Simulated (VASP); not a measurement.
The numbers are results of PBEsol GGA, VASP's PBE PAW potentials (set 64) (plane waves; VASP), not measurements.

VASP input:

File KPOINTS:
```
Automatic mesh
0
Gamma
10 10 10
0 0 0
```

**INCAR**
```
# general
SYSTEM =PtAl
PREC   =Accurate
ENCUT  =400
LREAL  =.FALSE.
LASPH  =.TRUE.

# electronic loop
EDIFF  =1E-6
NELM   =100
ALGO   =Normal
LMAXMIX=6

# smearing
ISMEAR =1
SIGMA  =0.1

# functional
GGA    =PS

# ions
IBRION =2
NSW    =60
ISIF   =3
EDIFFG =-0.01

# output
LWAVE  =.FALSE.
LCHARG =.FALSE.
```

File POSCAR:
```
PtAl
1
    0.0000000000     2.9675800000     2.9675800000
    2.9675800000     0.0000000000     2.9675800000
    2.9675800000     2.9675800000     0.0000000000
Pt Al
1 1
Direct
  0.0000000000   0.0000000000   0.0000000000
  0.2500000000   0.2500000000   0.2500000000
```

POTCAR, in this order: Pt Al (PBE.64 set). Program: vasp_std.

What VASP printed:

**OUTCAR**
```
 ion  position               nearest neighbor table
   1  0.000  0.000  0.000-   2 2.57   2 2.57   2 2.57   2 2.57
   2  0.250  0.250  0.250-   1 2.57   1 2.57   1 2.57   1 2.57
  LATTYP: Found a face centered cubic cell.
 ALAT       =     5.9351600000
 Subroutine PRICEL returns:
 Original cell was already a primitive cell.
 Subroutine GETGRP returns: Found 24 space group operations
The static configuration has the point symmetry T_d .
The dynamic configuration has the point symmetry T_d .
 Subroutine INISYM returns: Found 24 space group operations
 Subroutine IBZKPT returns following result:
 Found     47 irreducible k-points:

 Following reciprocal coordinates:
            Coordinates               Weight
  0.000000  0.000000  0.000000      1.000000
  0.100000  0.000000  0.000000      8.000000
  0.200000  0.000000  0.000000      8.000000
  0.300000  0.000000  0.000000      8.000000
  0.400000  0.000000  0.000000      8.000000
  0.500000  0.000000  0.000000      4.000000
  0.100000  0.100000  0.000000      6.000000
  0.200000  0.100000  0.000000     24.000000
  0.300000  0.100000  0.000000     24.000000
...
```

**OSZICAR**
```
       N       E                     dE             d eps       ncg     rms          rms(c)
DAV:   1     0.335274420685E+02    0.33527E+02   -0.45141E+03   988   0.815E+02
DAV:   2    -0.981690792548E+01   -0.43344E+02   -0.40098E+02  1168   0.148E+02
DAV:   3    -0.111887043713E+02   -0.13718E+01   -0.13583E+01  1122   0.270E+01
DAV:   4    -0.112003434051E+02   -0.11639E-01   -0.11637E-01  1078   0.306E+00
DAV:   5    -0.112005489901E+02   -0.20558E-03   -0.20558E-03  1116   0.422E-01    0.440E+00
DAV:   6    -0.110444765508E+02    0.15607E+00   -0.15682E+00  1010   0.973E+00    0.133E+00
DAV:   7    -0.110068439783E+02    0.37633E-01   -0.16590E-01   974   0.319E+00    0.104E+00
DAV:   8    -0.109946387022E+02    0.12205E-01   -0.17322E-02  1040   0.136E+00    0.157E-01
DAV:   9    -0.109946453124E+02   -0.66102E-05   -0.68269E-04  1036   0.199E-01    0.934E-02
DAV:  10    -0.109946780218E+02   -0.32709E-04   -0.59444E-05  1020   0.612E-02    0.968E-03
DAV:  11    -0.109946785117E+02   -0.48993E-06   -0.34710E-06   882   0.165E-02
   1 F= -.10994679E+02 E0= -.10994186E+02  d E =-.109947E+02
       N       E                     dE             d eps       ncg     rms          rms(c)
DAV:   1    -0.270397838248E+02   -0.16045E+02   -0.26015E+02  1000   0.165E+02    0.415E+01
DAV:   2    -0.122556896740E+02    0.14784E+02   -0.12384E+02   960   0.825E+01    0.136E+01
DAV:   3    -0.114158549637E+02    0.83983E+00   -0.47621E+00   952   0.229E+01    0.903E+00
DAV:   4    -0.113694178774E+02    0.46437E-01   -0.81791E-02  1074   0.219E+00    0.706E+00
DAV:   5    -0.113217561826E+02    0.47662E-01   -0.19903E-01   990   0.291E+00    0.989E-01
DAV:   6    -0.113224630758E+02   -0.70689E-03   -0.12594E-02  1040   0.790E-01    0.230E-01
DAV:   7    -0.113228667416E+02   -0.40367E-03   -0.26060E-04  1052   0.126E-01    0.622E-02
DAV:   8    -0.113229165193E+02   -0.49778E-04   -0.26871E-05  1098   0.493E-02    0.977E-03
DAV:   9    -0.113229162571E+02    0.26213E-06   -0.22175E-06   710   0.124E-02
   2 F= -.11322916E+02 E0= -.11322752E+02  d E =-.328238E+00
       N       E                     dE             d eps       ncg     rms          rms(c)
DAV:   1    -0.129649335159E+02   -0.16420E+01   -0.26882E+01   982   0.544E+01    0.807E+00
DAV:   2    -0.114997165862E+02    0.14652E+01   -0.93012E+00   964   0.278E+01    0.248E+00
DAV:   3    -0.114712926548E+02    0.28424E-01   -0.17195E-01   952   0.388E+00    0.144E+00
DAV:   4    -0.114638752576E+02    0.74174E-02   -0.22297E-02  1040   0.993E-01    0.357E-01
DAV:   5    -0.114641458623E+02   -0.27060E-03   -0.76081E-04  1100   0.190E-01    0.161E-01
DAV:   6    -0.114642491897E+02   -0.10333E-03   -0.88009E-05  1044   0.628E-02    0.167E-02
DAV:   7    -0.114642505849E+02   -0.13952E-05   -0.55988E-06  1074   0.212E-02    0.428E-03
DAV:   8    -0.114642505978E+02   -0.12868E-07   -0.45000E-07   494   0.543E-03
   3 F= -.11464251E+02 E0= -.11464147E+02  d E =-.469572E+00
       N       E                     dE             d eps       ncg     rms          rms(c)
DAV:   1    -0.114670421065E+02   -0.27915E-02   -0.49524E-02   994   0.232E+00    0.332E-01
DAV:   2    -0.114643105647E+02    0.27315E-02   -0.22422E-02   978   0.128E+00    0.941E-02
DAV:   3    -0.114641775885E+02    0.13298E-03   -0.72355E-04   942   0.250E-01    0.280E-02
DAV:   4    -0.114641655499E+02    0.12039E-04   -0.63350E-05  1012   0.461E-02    0.918E-03
DAV:   5    -0.114641662101E+02   -0.66019E-06   -0.52304E-06  1020   0.198E-02
   4 F= -.11464166E+02 E0= -.11464064E+02  d E =-.469488E+00
       N       E                     dE             d eps       ncg     rms          rms(c)
DAV:   1    -0.114687029841E+02   -0.45374E-02   -0.77256E-02   994   0.289E+00    0.412E-01
DAV:   2    -0.114644269471E+02    0.42760E-02   -0.34641E-02   978   0.160E+00    0.116E-01
DAV:   3    -0.114642212402E+02    0.20571E-03   -0.11062E-03   942   0.308E-01    0.359E-02
DAV:   4    -0.114641968388E+02    0.24401E-04   -0.93775E-05  1006   0.565E-02    0.117E-02
DAV:   5    -0.114641969907E+02   -0.15187E-06   -0.70445E-06  1056   0.228E-02
   5 F= -.11464197E+02 E0= -.11464093E+02  d E =-.307806E-04
       N       E                     dE             d eps       ncg     rms          rms(c)
DAV:   1    -0.114652343423E+02   -0.10375E-02   -0.16345E-02   994   0.133E+00    0.192E-01
DAV:   2    -0.114643231919E+02    0.91115E-03   -0.74796E-03   978   0.738E-01    0.544E-02
DAV:   3    -0.114642786313E+02    0.44561E-04   -0.24348E-04   942   0.145E-01    0.162E-02
DAV:   4    -0.114642747797E+02    0.38516E-05   -0.21081E-05  1006   0.267E-02    0.520E-03
DAV:   5    -0.114642750647E+02   -0.28503E-06   -0.16197E-06   544   0.112E-02
   6 F= -.11464275E+02 E0= -.11464172E+02  d E =-.108855E-03
```

OUTCAR:
```
------------------------ aborting loop because EDIFF is reached ----------------------------------------
  FORCE on cell =-STRESS in cart. coord.  units (eV):
  Direction    XX          YY          ZZ          XY          YZ          ZX
  --------------------------------------------------------------------------------------
  Total        0.0031233      0.0031233      0.0031233     -0.0000000      0.0000000     -0.0000000
  in kB        0.1180827      0.1180827      0.1180827     -0.0000000      0.0000000     -0.0000000
  external PRESSURE =       0.1180827 kB  Pullay stress =       0.0000000 kB
  volume of cell :       42.38
      direct lattice vectors                 reciprocal lattice vectors
     0.000000000  2.767161369  2.767161369    -0.180690583  0.180690583  0.180690583
     2.767161369  0.000000000  2.767161369     0.180690583 -0.180690583  0.180690583
     2.767161369  2.767161369  0.000000000     0.180690583  0.180690583 -0.180690583
 POSITION                                       TOTAL-FORCE (eV/Angst)
 -----------------------------------------------------------------------------------
      5.53432      2.76716      2.76716         0.000000      0.000000     -0.000000
      1.38358      1.38358      1.38358        -0.000000     -0.000000      0.000000
 -----------------------------------------------------------------------------------
    total drift:                               -0.000000     -0.000000     -0.000000
  FREE ENERGIE OF THE ION-ELECTRON SYSTEM (eV)
  ---------------------------------------------------
  free  energy   TOTEN  =       -11.4642750647 eV

  energy  without entropy=      -11.4639659658  energy(sigma->0) =      -11.46417203

 reached required accuracy - stopping structural energy minimisation
```
(Selected blocks of OUTCAR.)

**CONTCAR**
```
PtAl
   1.00000000000000
     0.0000000000000000    2.7671613690662387    2.7671613690662387
     2.7671613690662387    0.0000000000000000    2.7671613690662387
     2.7671613690662387    2.7671613690662387    0.0000000000000000
  Pt              Al
     1     1
Direct
     0.0000000000000000    1.0000000000000000    1.0000000000000000
     0.2500000000000000    0.2500000000000000    0.2500000000000000
```

Energy and stress use the plane-wave basis of the starting cell.

The structure was generated: PtAl was put into the zinc blende type (F-43m), which need not be its known phase. This run relaxes it. Symmetry was kept, so distortions that lower it aren't found. The electron count is odd and the run is not spin-polarised, which forces a metal.
